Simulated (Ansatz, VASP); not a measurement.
# Two plane-wave programs on Al2Si

```
CELL_PARAMETERS angstrom
2.82513 0.00000 0.00000
0.00000 2.82513 0.00000
0.00000 0.00000 11.80791
ATOMIC_POSITIONS crystal
Al 0.00000 0.00000 0.82689
Al 0.00000 0.00000 0.17311
Al 0.00000 0.00000 0.50000
Al 0.50000 0.50000 0.00000
Si 0.50000 0.50000 0.33706
Si 0.50000 0.50000 0.66294
```

Change from the starting cell: the structure that the rattled cell fell into.

Alike in both runs: functional PBE; k mesh 14 × 14 × 4; occupations gaussian, width 0.1 eV; no spin polarisation.

Ansatz relaxed the structure, and its values are those at the end. VASP's run is a single point on that final structure, the one shown.

|  | VASP | Ansatz |
| --- | --- | --- |
| version | VASP 6.6.1 | Ansatz 0.2.0 |
| potentials or method | VASP PAW PBE potentials, release 64 (Al, Si) | scalar-relativistic, plane waves, PAW |
| plane-wave cutoff (eV) | 520 | 420 |
| valence electrons in the cell | 20 | 20 |

|  | VASP | Ansatz | Ansatz less VASP |
| --- | --- | --- | --- |
| gap on the k mesh at the Fermi level (eV) | none | none | - |
| pressure (GPa) | 0.0 | 0.0 | +0.04 |

A gap of «none» marks a metal or a gap that the smearing closes.
